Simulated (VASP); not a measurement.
# CoC23 (a cell with a defect) in VASP: a series of runs

Runs on CoC23 (a cell with a defect). Level: PBEsol+U. Tasks: single point.

All numbers are computed with VASP 6.6.1; they aren't measurements. Logs are shortened: lines on timing, memory, paths and dates and some standing lists are left out, and cuts for length are marked.

## 1. Starting point

The cell holds a defect, 24 atoms: a = 7.566 Å, b = 5.044 Å, c = 5.044 Å, α = 60.00°, β = 60.00°, γ = 60.00°.

## 2. Single point, PBEsol+U, collinear spin, ferromagnetic start

INCAR reads:

```
PREC = Accurate
ENCUT = 450
EDIFF = 1E-5
ISMEAR = 0
SIGMA = 0.03
LREAL = Auto
LASPH = True
NELM = 120
ALGO = Normal
ISIF = 2
LWAVE = False
LCHARG = False
ISPIN = 2
MAGMOM = 3 0 0 0 0 0 0 0 0 0 0 0 0 0 0 0 0 0 0 0 0 0 0 0
LORBIT = 11
NUPDOWN = 3
LMAXMIX = 4
LDAU = True
LDAUTYPE = 2
LDAUL = 2 -1
LDAUU = 4 0
LDAUJ = 0 0
LDAUPRINT = 1
GGA = PS
ISYM = 0
KPAR = 4
```

KPOINTS reads:

```
Automatic mesh
0
Gamma
  3 5 5
```

POSCAR reads:

```
CoC23                                   
1.0
    0.0000000000      5.3503200000      5.3503200000
    3.5668800000      0.0000000000      3.5668800000
    3.5668800000      3.5668800000      0.0000000000
  Co              C             
     1    23
Direct
     0.9897790687970984    0.0002262355204338    0.0028283519876540
     0.0023087193077164    0.9994061747096854    0.4951814097216593
     0.0015628339642882    0.4985853608339882    0.9959304025157778
     0.0030470479817568    0.4977302938679114    0.4959215257400086
     0.3327528195532514    0.0023690522984431    0.9992050412575165
     0.3399901679965881    0.9978462624411727    0.4891193875081055
     0.3403998141089334    0.4901344837880138    0.9955328473426540
     0.3336739335996763    0.5001041683297187    0.4971461881509331
     0.6674160025294527    0.9987911097560690    0.9949976593345838
     0.6609801912353788    0.0026178623403863    0.5028833236474953
     0.6597354704697773    0.5081007921861042    0.9989092034044380
     0.6686904815654934    0.4993505180393671    0.4956856024276675
     0.0952037163413296    0.1363753721477655    0.1330809172419172
     0.1000358337664381    0.1328799788531958    0.5796085474547144
     0.1010161958098771    0.5779866891511815    0.1315819162319427
     0.0857941330662599    0.6237989597820983    0.6208508804503973
     0.4270028938523644    0.1166903874563886    0.1144562174018252
     0.4133065935595974    0.1250516983774531    0.6282049070876524
     0.4129343098296634    0.6315537374640354    0.1219388724168902
     0.4193911038249875    0.6226679839557659    0.6201841879619789
     0.7076460350565619    0.1495315726820508    0.1438461047586589
     0.7518735591907760    0.1256047826236182    0.6204752431475383
     0.7513985767339300    0.6246551299728283    0.1220458142295441
     0.7497774978588198    0.6255663934223183    0.6215034485784399
```

Potentials or basis: VASP PAW PBE potentials, release 64 (Co, C).

Launch:

```
$ cat potpaw_PBE.64/Co/POTCAR potpaw_PBE.64/C/POTCAR > POTCAR
$ mpirun -np 4 vasp_std > vasp.out
```

OUTCAR:

```text
PREC = Accurate
   ENCUT = 450
   EDIFF = 1E-5
   ISMEAR = 0
   LREAL = Auto
   LASPH = True
   NELM = 120
   ISIF = 2
   ISPIN = 2
   LORBIT = 11
   NUPDOWN = 3
   GGA = PS
   ISYM = 0

 ion  position               nearest neighbor table
   1  0.990  0.000  0.003-  15 1.74  21 1.74  14 1.75  13 1.75   9 2.46   3 2.50  10 2.51   4 2.51
                             2 2.52  11 2.53   2 2.53   4 2.53   3 2.54   5 2.59
   2  0.002  0.999  0.495-  13 1.50  14 1.51  16 1.55  22 1.55   1 2.52   1 2.53
   3  0.002  0.499  0.996-  13 1.50  15 1.51  16 1.54  23 1.55   1 2.50   1 2.54
   4  0.003  0.498  0.496-  15 1.51  14 1.51  16 1.55  24 1.56   1 2.51   1 2.53
   5  0.333  0.002  0.999-  13 1.47  19 1.53  18 1.53  17 1.53   1 2.59
   6  0.340  0.998  0.489-  14 1.49  17 1.54  20 1.55  18 1.55
   7  0.340  0.490  0.996-  15 1.49  17 1.54  20 1.55  19 1.55
   8  0.334  0.500  0.497-  16 1.53  20 1.54  18 1.54  19 1.55
   9  0.667  0.999  0.995-  17 1.49  21 1.51  23 1.54  22 1.54   1 2.46
  10  0.661  0.003  0.503-  21 1.49  18 1.53  22 1.55  24 1.55   1 2.51
  11  0.660  0.508  0.999-  21 1.49  19 1.52  23 1.55  24 1.56   1 2.53
  12  0.669  0.499  0.496-  23 1.54  24 1.54  22 1.54  20 1.54
  13  0.095  0.136  0.133-   5 1.47   2 1.50   3 1.50   1 1.75
  14  0.100  0.133  0.580-   6 1.49   2 1.51   4 1.51   1 1.75
  15  0.101  0.578  0.132-   7 1.49   4 1.51   3 1.51   1 1.74
  16  0.086  0.624  0.621-   8 1.53   3 1.54   4 1.55   2 1.55
  17  0.427  0.117  0.114-   9 1.49   5 1.53   7 1.54   6 1.54
  18  0.413  0.125  0.628-   5 1.53  10 1.53   8 1.54   6 1.55
  19  0.413  0.632  0.122-  11 1.52   5 1.53   8 1.55   7 1.55
  20  0.419  0.623  0.620-  12 1.54   8 1.54   6 1.55   7 1.55
  21  0.708  0.150  0.144-  11 1.49  10 1.49   9 1.51   1 1.74
  22  0.752  0.126  0.620-  12 1.54   9 1.54   2 1.55  10 1.55
  23  0.751  0.625  0.122-  12 1.54   9 1.54   3 1.55  11 1.55
  24  0.750  0.626  0.622-  12 1.54  10 1.55  11 1.56   4 1.56

IMPORTANT INFORMATION: All symmetrisations will be switched off!
NOSYMM: (Re-)initialisation of all symmetry stuff for point group C_1.

----------------------------------------------------------------------------------------

                                     Primitive cell

  volume of cell :     136.1403

  direct lattice vectors                    reciprocal lattice vectors
     0.000000000  5.350320000  5.350320000    -0.093452354  0.093452354  0.093452354
     3.566880000  0.000000000  3.566880000     0.140178531 -0.140178531  0.140178531
     3.566880000  3.566880000  0.000000000     0.140178531  0.140178531 -0.140178531

  length of vectors
     7.566495107  5.044330071  5.044330071     0.161864226  0.242796338  0.242796338

  position of ions in fractional coordinates (direct lattice)
     0.989779069  0.000226236  0.002828352
     0.002308719  0.999406175  0.495181410
     0.001562834  0.498585361  0.995930403
     0.003047048  0.497730294  0.495921526
     0.332752820  0.002369052  0.999205041
     0.339990168  0.997846262  0.489119388
[... 16 lines left out ...]
     0.751398577  0.624655130  0.122045814
     0.749777498  0.625566393  0.621503449

  ion indices of the primitive-cell ions
   primitive index   ion index
                 1           1
                 2           2
                 3           3
                 4           4
                 5           5
                 6           6
[... 16 lines left out ...]
                23          23
                24          24

----------------------------------------------------------------------------------------

 KPOINTS: Automatic mesh

Automatic generation of k-mesh.
 Grid dimensions read from file:
[... 106 lines left out ...]
     AMIX     =   0.40;   BMIX     =  1.00
     AMIX_MAG =   1.60;   BMIX_MAG =  1.00
  volume/ion in A,a.u.               =       5.67        38.28
  Fermi-wavevector in a.u.,A,eV,Ry     =   1.482016  2.800605 29.883468  2.196373
  Thomas-Fermi vector in A             =   2.595855
   LORBIT       =     11    0 simple, 1 ext, 2 COOP (PROOUT), +10 PAW based schemes
 LDA+U is selected, type is set to LDAUTYPE =  2
   angular momentum for each species LDAUL =     2   -1
   U (eV)           for each species LDAUU =   4.0  0.0
   J (eV)           for each species LDAUJ =   0.0  0.0
   GGA     = PS    functional components
   LHFCALC =     F    Hartree Fock is set to
   AEXX    =    0.0000 exact exchange contribution
   IVDW    =     0    specifies the selected vdW correction
   LEPSILON=     F    determine dielectric tensor
   LRPA    =     F    only Hartree local field effects (RPA)
 spin polarized calculation
 Gauss-broadening in eV      SIGMA  =   0.03
  energy-cutoff  :      450.00
  volume of cell :      136.14
 maximum number of plane-waves:      2966
 NGX is ok and might be reduce to    54
   NGX = 27   NGY = 17   NGZ = 17

atom =   1  type =  1  l = 2

 onsite density matrix

spin component  1

  0.9566 -0.0223 -0.0057  0.0152 -0.0006
 -0.0223  0.9548 -0.0027 -0.0246  0.0037
 -0.0057 -0.0027  0.9613  0.0039 -0.0055
  0.0152 -0.0246  0.0039  0.9573  0.0047
 -0.0006  0.0037 -0.0055  0.0047  0.9686

spin component  2

  0.7189 -0.0030 -0.0074 -0.0025 -0.0624
 -0.0030  0.6256  0.0129 -0.0045 -0.0233
 -0.0074  0.0129  0.7436  0.0452  0.3565
 -0.0025 -0.0045  0.0452  0.7118 -0.0274
 -0.0624 -0.0233  0.3565 -0.0274  0.2789

 occupancies and eigenvectors

  o =  0.0770  v =  0.0000  0.0000  0.0000  0.0000  0.0000  0.0801  0.0493 -0.4721  0.0719  0.8736      0.0000  0.0000  0.0000  0.0000  0.0000  0.0000  0.0000  0.0000  0.0000  0.0000
  o =  0.6269  v =  0.0000  0.0000  0.0000  0.0000  0.0000 -0.0040 -0.9983 -0.0226 -0.0259  0.0466      0.0000  0.0000  0.0000  0.0000  0.0000  0.0000  0.0000  0.0000  0.0000  0.0000
  o =  0.7087  v =  0.0000  0.0000  0.0000  0.0000  0.0000  0.5254  0.0208  0.1510 -0.8310  0.1007      0.0000  0.0000  0.0000  0.0000  0.0000  0.0000  0.0000  0.0000  0.0000  0.0000
  o =  0.7206  v =  0.0000  0.0000  0.0000  0.0000  0.0000  0.8320 -0.0226  0.1144  0.5393 -0.0576      0.0000  0.0000  0.0000  0.0000  0.0000  0.0000  0.0000  0.0000  0.0000  0.0000
  o =  0.9285  v = -0.3647 -0.7835 -0.0511 -0.4865  0.1173  0.0000  0.0000  0.0000  0.0000  0.0000      0.0000  0.0000  0.0000  0.0000  0.0000  0.0000  0.0000  0.0000  0.0000  0.0000
  o =  0.9387  v = -0.7002 -0.0559 -0.3281  0.6099 -0.1643  0.0000  0.0000  0.0000  0.0000  0.0000      0.0000  0.0000  0.0000  0.0000  0.0000  0.0000  0.0000  0.0000  0.0000  0.0000
  o =  0.9457  v =  0.0000  0.0000  0.0000  0.0000  0.0000  0.1589 -0.0002 -0.8607 -0.1129 -0.4704      0.0000  0.0000  0.0000  0.0000  0.0000  0.0000  0.0000  0.0000  0.0000  0.0000
  o =  0.9615  v = -0.2823 -0.0011  0.8165  0.2350  0.4453  0.0000  0.0000  0.0000  0.0000  0.0000      0.0000  0.0000  0.0000  0.0000  0.0000  0.0000  0.0000  0.0000  0.0000  0.0000
  o =  0.9722  v =  0.0620  0.0946 -0.4718  0.0611  0.8723  0.0000  0.0000  0.0000  0.0000  0.0000      0.0000  0.0000  0.0000  0.0000  0.0000  0.0000  0.0000  0.0000  0.0000  0.0000
  o =  0.9978  v = -0.5414  0.6116 -0.0211 -0.5766  0.0012  0.0000  0.0000  0.0000  0.0000  0.0000      0.0000  0.0000  0.0000  0.0000  0.0000  0.0000  0.0000  0.0000  0.0000  0.0000

 number of electron     101.0000012 magnetization       3.0000001

 Free energy of the ion-electron system (eV)
  ---------------------------------------------------
  ext. energy  EPLUGINS =         0.00000000
  ---------------------------------------------------
  free energy    TOTEN  =      -217.95213372 eV

  energy without entropy =     -217.95128955  energy(sigma->0) =     -217.95171163

 E-fermi :   9.7375     XC(G=0): -13.6250

 val. band max:       12.6014901376   @ k =  -0.3333   0.2000   0.0000
 cond. band min:      11.3814737862   @ k =   0.0000   0.0000   0.0000
 fundamental gap:     -1.2200163514
 Fermi energy:        12.6018615020

 spin component 1

 k-point     1 :       0.0000    0.0000    0.0000
  band No.  band energies     occupation
      1     -11.4209      1.00000
      2      -8.6083      1.00000
      3      -8.2277      1.00000
      4      -5.9487      1.00000
      5      -5.8289      1.00000
      6      -5.8197      1.00000
[... 3113 lines left out ...]
     61      17.8499      0.00000
     62      18.1824      0.00000

 [... further k-points ...]

 [bands above 62 left out]

------------------------ aborting loop because EDIFF is reached ----------------------------------------

  FORCE on cell =-STRESS in cart. coord.  units (eV):
  Direction    XX          YY          ZZ          XY          YZ          ZX
  --------------------------------------------------------------------------------------
  -------------------------------------------------------------------------------------
  Total       22.0370745     18.1931376     17.6745187     -4.1141977      2.7581762     -3.6753406
  in kB      259.3449354    214.1072807    208.0038758    -48.4182386     32.4598000    -43.2535165
  external PRESSURE =     227.1520306 kB  Pullay stress =       0.0000000 kB

 VOLUME and BASIS-vectors are now :
 -----------------------------------------------------------------------------
  energy-cutoff  :      450.00
  volume of cell :      136.14
      direct lattice vectors                 reciprocal lattice vectors
     0.000000000  5.350320000  5.350320000    -0.093452354  0.093452354  0.093452354
     3.566880000  0.000000000  3.566880000     0.140178531 -0.140178531  0.140178531
     3.566880000  3.566880000  0.000000000     0.140178531  0.140178531 -0.140178531

 POSITION                                       TOTAL-FORCE (eV/Angst)
 -----------------------------------------------------------------------------------
      0.01090      5.30572      5.29644        -0.088150     -0.002246      0.072867
      5.33101      1.77861      3.57711         0.017359      0.005725     -0.038306
      5.33076      3.56073      1.78676        -0.030177      0.103376      0.028153
      3.54424      1.78520      1.79165         0.160886     -0.031306     -0.032480
      3.57249      5.34438      1.78878        -0.057015     -0.024939     -0.018060
      5.30383      3.56369      5.37825        -0.075787     -0.027316      0.104580
[... 16 lines left out ...]
      2.66339      4.45555      6.24829        -0.002514     -0.001415      0.023806
      4.44815      6.22838      6.24287         0.005220     -0.007195     -0.038508
 -----------------------------------------------------------------------------------
    total drift:                               -0.002427     -0.001334      0.002379

  FREE ENERGIE OF THE ION-ELECTRON SYSTEM (eV)
  ---------------------------------------------------
  free  energy   TOTEN  =      -217.9521337189 eV

  energy  without entropy=     -217.9512895499  energy(sigma->0) =     -217.95171163

 total charge

# of ion       s       p       d       tot
------------------------------------------
    1        0.755   0.917   7.822   9.493
    2        0.833   1.761   0.000   2.593
    3        0.832   1.761   0.000   2.593
    4        0.828   1.741   0.000   2.569
    5        0.837   1.791   0.000   2.628
    6        0.831   1.759   0.000   2.591
[... 16 lines left out ...]
   23        0.827   1.739   0.000   2.566
   24        0.825   1.724   0.000   2.549
--------------------------------------------------
tot         19.961  41.448   7.822  69.230

 magnetization (x)

# of ion       s       p       d       tot
------------------------------------------
    1        0.022   0.264   1.718   2.004
    2        0.001   0.003   0.000   0.004
    3        0.001   0.005   0.000   0.006
    4        0.004   0.017   0.000   0.021
    5        0.006   0.020   0.000   0.025
    6        0.001   0.004   0.000   0.005
[... 16 lines left out ...]
   23        0.002   0.012   0.000   0.015
   24        0.002   0.012   0.000   0.015
--------------------------------------------------
tot          0.093   0.795   1.718   2.606
```

Run time: 7.3 min. Hardware: 4 MPI ranks of Intel Xeon Platinum 8488C (Sapphire Rapids), shared host; peak memory 0.52 GiB.

What came out:

| Quantity | Value |
| --- | --- |
| Free energy | -217.9521 eV |
| Largest force | 0.183 eV/Å |
| Net moment | 3.00 μB per cell |
| Site moments | Co +2.00; C +0.00, +0.01, +0.02, +0.03, -0.00, +0.06, +0.07, +0.04, +0.18 μB |
| Valence electrons inside the program's atomic spheres | Co 9.49; C 2.59, 2.57, 2.63, 2.58, 2.61, 2.66, 2.64, 2.65, 2.62, 2.69, 2.56, 2.55 |

Forces in eV/Å, atoms in the order of the input:
```
Co  -0.088 -0.002  0.073
C    0.017  0.006 -0.038
C   -0.030  0.103  0.028
C    0.161 -0.031 -0.032
C   -0.057 -0.025 -0.018
C   -0.076 -0.027  0.105
C   -0.002  0.043  0.037
C   -0.008  0.000  0.002
C   -0.053  0.119  0.127
C    0.137 -0.086 -0.085
C    0.001  0.026  0.021
C    0.004  0.007 -0.003
C   -0.053 -0.039 -0.022
C   -0.051 -0.058  0.005
C    0.019 -0.102 -0.039
C   -0.017 -0.015  0.004
C    0.021 -0.009 -0.037
C   -0.002  0.038 -0.009
C    0.018 -0.016 -0.008
C   -0.005  0.004  0.001
C    0.030  0.036 -0.079
C    0.030  0.038 -0.017
C   -0.003 -0.001  0.024
C    0.005 -0.007 -0.039
```

Eigenvalues of the final occupation matrices:
| site | spin | trace | eigenvalues |
| --- | --- | --- | --- |
| site 1 d | 1 | 4.80 | 0.93 0.94 0.96 0.97 1.00 |
| site 1 d | 2 | 3.08 | 0.08 0.63 0.71 0.72 0.95 |

Caveat: the cutoff is under 1.25 times the usual one of these potentials, so pressure, stress and relaxed cells hold a basis-set (Pulay) error; the PAW data sets were made with another functional, which shifts forces and pressure a little; the total moment is fixed, so each spin has its own Fermi level; the U is typed as a test and isn't derived for this compound.

(Part 1 of 2 ends here.)
